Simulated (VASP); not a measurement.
Write the native input for VASP 6.6.1 that does the following.

```
Task                   : electron localisation function
Functional             : PBE
Potentials or basis    : VASP PAW PBE potentials, release 64 (C, Br, H)
Cutoff                 : 520 eV
k mesh                 : 1 × 1 × 1
Occupations            : gaussian, width 0.01 eV
Spin                   : no spin polarisation
Further INCAR settings : ALGO = Fast; EDIFF = 1e-07
```

The structure of C2BrH5 lies in POSCAR:

```
H5C2Br
1.0
   13.0000000000      0.0000000000      0.0000000000
    0.0000000000     12.0000000000      0.0000000000
    0.0000000000      0.0000000000     12.0000000000
C Br H
2 1 5
Direct
    0.4453653800      0.5530500000      0.4791458300
    0.4970653800      0.4506083300      0.5250875000
    0.6317961500      0.4852583300      0.5875791700
    0.3702038500      0.5302416700      0.4449375000
    0.4909038500      0.5905750000      0.4126541700
    0.4335423100      0.6154833300      0.5439625000
    0.5113576900      0.3880166700      0.4613375000
    0.4538423100      0.4129916700      0.5930125000
```

The input as run:

INCAR

```
ALGO     = Fast           # electronic algorithm
EDIFF    = 1E-7           # SCF threshold, eV
ENCUT    = 520            # plane-wave cutoff, eV
GGA      = PE             # functional
ISIF     = 2              # what is computed and relaxed
ISMEAR   = 0              # smearing method
LASPH    = T              # aspherical terms in the spheres
LCHARG   = T              # write CHGCAR
LELF     = T              # ELF
LREAL    = F              # projectors in reciprocal space
LWAVE    = F              # write WAVECAR
NELM     = 100            # most SCF steps
PREC     = Accurate       # precision mode
SIGMA    = 0.01           # smearing width, eV
```

KPOINTS

```
k-points
0
Gamma
  1 1 1
```

Potentials or basis: VASP PAW PBE potentials, release 64 (C, Br, H).

Run with:

```console
$ cat potpaw_PBE.64/C/POTCAR potpaw_PBE.64/Br/POTCAR potpaw_PBE.64/H/POTCAR > POTCAR
$ mpirun -np 1 vasp_gam > vasp.out
```

It gave:

The largest force is 0.394 eV/Å and the gap between the frontier levels is 5.45 eV.

Run time: 86 s on 1 thread of Intel(R) Xeon(R) 6975P-C (Granite Rapids) (shared host), peak memory 1.4 GiB.
